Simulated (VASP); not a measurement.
Output of a VASP run:

File OUTCAR:
```
 ion  position               nearest neighbor table
   1  0.000  0.000  0.000-   2 2.92   2 2.92   2 2.92   2 2.92   2 2.92   2 2.92
   2  0.500  0.500  0.500-   1 2.92   1 2.92   1 2.92   1 2.92   1 2.92   1 2.92
  LATTYP: Found a face centered cubic cell.
 ALAT       =     5.8492317026
 Subroutine PRICEL returns:
 Original cell was already a primitive cell.
 Subroutine GETGRP returns: Found 48 space group operations
The static configuration has the point symmetry O_h .
The dynamic configuration has the point symmetry O_h .
 Subroutine INISYM returns: Found 48 space group operations
 Subroutine IBZKPT returns following result:
 Found     29 irreducible k-points:

 Following reciprocal coordinates:
            Coordinates               Weight
  0.000000  0.000000  0.000000      1.000000
  0.125000  0.000000  0.000000      8.000000
  0.250000  0.000000  0.000000      8.000000
  0.375000  0.000000  0.000000      8.000000
  0.500000  0.000000  0.000000      4.000000
  0.125000  0.125000  0.000000      6.000000
  0.250000  0.125000  0.000000     24.000000
  0.375000  0.125000  0.000000     24.000000
  0.500000  0.125000  0.000000     24.000000
 -0.375000  0.125000  0.000000     24.000000
 -0.250000  0.125000  0.000000     24.000000
 -0.125000  0.125000  0.000000     12.000000
  0.250000  0.250000  0.000000      6.000000
  0.375000  0.250000  0.000000     24.000000
  0.500000  0.250000  0.000000     24.000000
 -0.375000  0.250000  0.000000     24.000000
 -0.250000  0.250000  0.000000     12.000000
  0.375000  0.375000  0.000000      6.000000
  0.500000  0.375000  0.000000     24.000000
 -0.375000  0.375000  0.000000     12.000000
  0.500000  0.500000  0.000000      3.000000
  0.375000  0.250000  0.125000     24.000000
  0.500000  0.250000  0.125000     48.000000
 -0.375000  0.250000  0.125000     24.000000
  0.500000  0.375000  0.125000     24.000000
 -0.375000  0.375000  0.125000     48.000000
 -0.250000  0.375000  0.125000     24.000000
 -0.375000  0.500000  0.125000     12.000000
 -0.250000  0.500000  0.250000      6.000000
   k-points           NKPTS =     29   k-points in BZ     NKDIM =     29   number of bands    NBANDS=     14
   number of dos      NEDOS =    301   number of ions     NIONS =      2
   total plane-waves  NPLWV =  27000
   dimension x,y,z NGX =    30 NGY =   30 NGZ =   30
   dimension x,y,z NGXF=    60 NGYF=   60 NGZF=   60
   ions per type =               1   1
   PREC   = accura    normal or accurate (medium, high low for compatibility)
   ISTART =      0    job   : 0-new  1-cont  2-samecut
   ICHARG =      2    charge: 1-file 2-atom 10-const
   ISPIN  =      1    spin polarized calculation?
   LNONCOLLINEAR =      F non collinear calculations
   LSORBIT =      F    spin-orbit coupling
   INIWAV =      1    electr: 0-lowe 1-rand  2-diag
   ENCUT  =  480.0 eV  35.28 Ry    5.94 a.u.   7.39  7.39  7.39*2*pi/ulx,y,z
   NELM   =    100;   NELMIN=  2; NELMDL= -5     # of ELM steps
   EDIFF  = 0.1E-06   stopping-criterion for ELM
   LREAL  =      F    real-space projection
   NLSPLINE    = F    spline interpolate recip. space projectors
   LMAXMIX     =    4 max onsite mixed and CHGCAR
   VOSKOWN=      0    Vosko Wilk Nusair interpolation
   EDIFFG = -.1E-01   stopping-criterion for IOM
   NSW    =     40    number of steps for IOM
   NBLOCK =      1;   KBLOCK =     40    inner block; outer block
   IBRION =      2    ionic relax: 0-MD 1-quasi-New 2-CG
   NFREE  =      1    steps in history (QN), initial steepest desc. (CG)
   ISIF   =      3    stress and relaxation
   ISYM   =      2    0-nonsym 1-usesym 2-fastsym
   TEIN   =    0.0    initial temperature
   TEBEG  =    0.0;   TEEND  =   0.0 temperature during run
   SMASS  =  -3.00    Nose mass-parameter (am)
   PSTRESS=   50.0 pullay stress
   NELECT =      20.0000    total number of electrons
   EFERMI =   0.00;   METHOD = LEGACY
   ISMEAR =     0;   SIGMA  =   0.05  broadening in eV -4-tet -1-fermi 0-gaus
   IALGO  =     38    algorithm
...
```

### OSZICAR
```
       N       E                     dE             d eps       ncg     rms          rms(c)
DAV:   1     0.154733262649E+03    0.15473E+03   -0.95424E+03   812   0.143E+03
DAV:   2     0.318461130907E+01   -0.15155E+03   -0.14753E+03   872   0.352E+02
DAV:   3    -0.885637833491E+01   -0.12041E+02   -0.11817E+02  1076   0.103E+02
DAV:   4    -0.914558220109E+01   -0.28920E+00   -0.28904E+00   916   0.187E+01
DAV:   5    -0.915695838125E+01   -0.11376E-01   -0.11376E-01  1180   0.362E+00    0.500E+00
DAV:   6    -0.870514834574E+01    0.45181E+00   -0.13426E+00  1230   0.969E+00    0.355E+00
DAV:   7    -0.870464898915E+01    0.49936E-03   -0.15124E-01   882   0.229E+00    0.193E+00
DAV:   8    -0.870795516185E+01   -0.33062E-02   -0.14413E-02   902   0.160E+00    0.134E-01
DAV:   9    -0.870776886843E+01    0.18629E-03   -0.25754E-03  1300   0.548E-01    0.932E-02
DAV:  10    -0.870789557899E+01   -0.12671E-03   -0.27607E-04   872   0.131E-01    0.403E-02
DAV:  11    -0.870790624458E+01   -0.10666E-04   -0.85595E-05  1074   0.115E-01    0.218E-02
DAV:  12    -0.870790714351E+01   -0.89893E-06   -0.51799E-06  1022   0.211E-02    0.318E-03
DAV:  13    -0.870790740957E+01   -0.26606E-06   -0.22214E-07   864   0.628E-03    0.109E-03
DAV:  14    -0.870790742732E+01   -0.17746E-07   -0.51850E-08   676   0.192E-03
   1 F= -.71465731E+01 E0= -.71465690E+01  d E =-.714657E+01
```

### OUTCAR
```
------------------------ aborting loop because EDIFF is reached ----------------------------------------
  FORCE on cell =-STRESS in cart. coord.  units (eV):
  Direction    XX          YY          ZZ          XY          YZ          ZX
  --------------------------------------------------------------------------------------
  Total        1.5653873      1.5653873      1.5653873      0.0000000      0.0000000      0.0000000
  in kB       50.1297911     50.1297911     50.1297911      0.0000000      0.0000000      0.0000000
  external PRESSURE =       0.1297911 kB  Pullay stress =      50.0000000 kB
  volume of cell :       50.03
      direct lattice vectors                 reciprocal lattice vectors
     0.000000000  2.924615851  2.924615851    -0.170962624  0.170962624  0.170962624
     2.924615851  0.000000000  2.924615851     0.170962624 -0.170962624  0.170962624
     2.924615851  2.924615851  0.000000000     0.170962624  0.170962624 -0.170962624
  FREE ENERGIE OF THE ION-ELECTRON SYSTEM (eV)
  ---------------------------------------------------
  free  energy   TOTEN  =        -8.7079074273 eV

  energy  without entropy=       -8.7078991795  energy(sigma->0) =       -8.70790330
  enthalpy is  TOTEN    =        -7.1465731072 eV   P V=        1.5613343202

 reached required accuracy - stopping structural energy minimisation
```
(Selected blocks of OUTCAR.)

POSCAR:
```
PbS
1
    0.0000000000     2.9246158513     2.9246158513
    2.9246158513     0.0000000000     2.9246158513
    2.9246158513     2.9246158513    -0.0000000000
Pb S
1 1
Direct
  0.0000000000   0.0000000000   0.0000000000
  0.5000000000   0.5000000000   0.5000000000
```

Q: Write an INCAR and KPOINTS that could have produced this output.

A: Several could match; the one computed here: the input of the run itself, PBE GGA, plane waves, VASP's PBE PAW potentials (set 64).

### INCAR
```
SYSTEM = PbS
PREC = Accurate
ENCUT = 480
EDIFF = 1E-7
NELM = 100
ALGO = Normal
LREAL = .FALSE.
LASPH = .TRUE.
ISMEAR = 0
SIGMA = 0.05
GGA = PE
LMAXMIX = 4
LWAVE = .FALSE.
LCHARG = .FALSE.
ISIF = 3
IBRION = 2
NSW = 40
EDIFFG = -0.01
PSTRESS = 50
```

**KPOINTS**
```
Regular mesh
0
G
 8 8 8
```

POTCAR, in this order: Pb_d S (PBE.64 set). Program: vasp_std.

The compound is PbS in the rock salt structure. It was relaxed first under an external pressure of 5 GPa.
